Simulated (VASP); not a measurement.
Given:

```
AlNi3
1.0
    3.51857     0.00000     0.00000
    0.00000     3.51857     0.00000
    0.00000     0.00000     3.51857
Al Ni
1 3
Cartesian
  0.00000   0.00000   0.00000
  0.00000   1.75929   1.75929
  1.75929   0.00000   1.75929
  1.75929   1.75929   0.00000
```
Starting moments (μB, in the order of the record's atoms Al Ni Ni Ni): 0.0 0.2 0.2 0.2.

These are PBEsol GGA, VASP's PBE PAW potentials (set 64) (plane waves; VASP) values and carry that method's errors. Numerical set-up: 480 eV cut-off, 8×8×8 Γ-centred mesh, first-order Methfessel-Paxton smearing of 0.10 eV, potentials Al Ni.

Question: What does the run give for the cell moment, energy per atom (σ→0), band gap (on the k-mesh) with the smallest direct gap where there is one?

Answer: 
| Quantity | Value |
|---|---|
| band gap (on the k-mesh) | none (metal, semimetal or under 0.01 eV) |
| cell moment | 0.70 μB |
| energy per atom (σ→0) | -6.072 eV/atom |

Question: Give the moment on each site (PAW-sphere projection).

Answer: 
```csv
site,moment (μB)
Al1,-0.01
Ni2,0.25
Ni3,0.25
Ni4,0.25
```

Total energies compare only between runs with the same potentials, cut-off and functional.

The compound is Ni3Al in the L1_2 structure. It was relaxed first.
